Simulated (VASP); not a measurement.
Given:

```
MgF2
1.0
    4.64844     0.00000     0.00000
    0.00000     4.64844     0.00000
    0.00000     0.00000     3.07241
Mg F
2 4
Cartesian
  0.00000   4.64844   0.00000
  2.32422   2.32422   1.53620
  1.40758   1.40758   0.00000
  3.73180   0.91664   1.53620
  0.91664   3.73180   1.53620
  3.24086   3.24086   3.07241
```

The numbers are results of vdW-DF-cx, VASP's PBE PAW potentials (set 64) (plane waves; VASP), not measurements. Numerical set-up: 520 eV cut-off, Gaussian smearing of 0.050 eV, potentials Mg F.

Question: What does the run give for the band gap (along the path) with the smallest direct gap where there is one?

Answer: 
```yaml
band gap (along the path): 7.13 eV
smallest direct gap (along the path): 7.13 eV
```

The compound is MgF2 in the rutile structure. It was relaxed first.
